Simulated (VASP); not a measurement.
Consider the following.

```xyz
4
Lattice="3.4328 0.0000 0.0000 -1.7164 2.9729 0.0000 0.0000 0.0000 5.5419" Properties=species:S:1:pos:R:3 pbc="T T T"
Si     0.0000     0.0000     0.0000
Si     0.0000     0.0000     2.7710
Ge     0.0000     1.9819     1.3855
Ge     1.7164     0.9910     4.1564
```

Level of theory: PBEsol GGA, VASP's PBE PAW potentials (set 64) (plane waves; VASP). Numerical set-up: 500 eV cut-off, 10×10×6 Γ-centred mesh, first-order Methfessel-Paxton smearing of 0.10 eV, potentials Si Ge_d.

The ions, cell shape and volume at an external pressure of 30.0 GPa are relaxed. Give the cell that the relaxation ends in.

```xyz
4
Lattice="3.3989 0.0000 0.0000 -1.6994 2.9435 0.0000 0.0000 0.0000 5.6355" Properties=species:S:1:pos:R:3 pbc="T T T"
Si    -1.6994     2.9435     0.0000
Si    -1.6994     2.9435     2.8177
Ge     0.0000     1.9623     1.4089
Ge     1.6994     0.9812     4.2266
```
Space group P6_3/mmc (194), at a tolerance of 0.03 Å.

How do energy and volume change from the first to the last step?

The energy (σ→0) changes by +7.1 meV/atom and the volume by -0.3 %, in 8 ionic steps.

The structure was generated: SiGe was put into the NiAs type type (P6_3/mmc), which need not be its known phase. This run relaxes it under an external pressure of 30 GPa. Symmetry was kept, so distortions that lower it aren't found.
